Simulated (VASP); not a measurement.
```
Na2S
1.0
    0.00000     3.23766     3.23766
    3.23766     0.00000     3.23766
    3.23766     3.23766     0.00000
Na S
2 1
Direct
  0.25000   0.25000   0.25000
  0.75000   0.75000   0.75000
  0.00000   0.00000   0.00000
```

Computed with MS2 meta-GGA, VASP's PBE PAW potentials (set 64) (plane waves; VASP). Settings: 520 eV cut-off, 7×7×7 Γ-centred mesh, tetrahedra with Blöchl corrections, potentials Na_pv S.

### Question
Give the energies of bands 8 to 13 at the high-symmetry points, in eV from the valence-band maximum.

### Answer

```
band     Γ      X      U      L      W
----  ----  -----  -----  -----  -----
8     0.00  -1.47  -1.22  -1.65  -1.01
9     0.00  -0.45  -0.92  -0.13  -1.01
10    0.00  -0.45  -0.34  -0.13  -0.57
11    3.10   4.19   4.90   5.54   5.13
12    8.49   6.67   7.11   6.88   7.95
13    8.49   9.30   8.65   7.73   7.95
```

The gap is direct, 3.10 eV, from the valence maximum at Γ to the conduction minimum at Γ.

The compound is Na2S in the antifluorite structure. It was relaxed first.
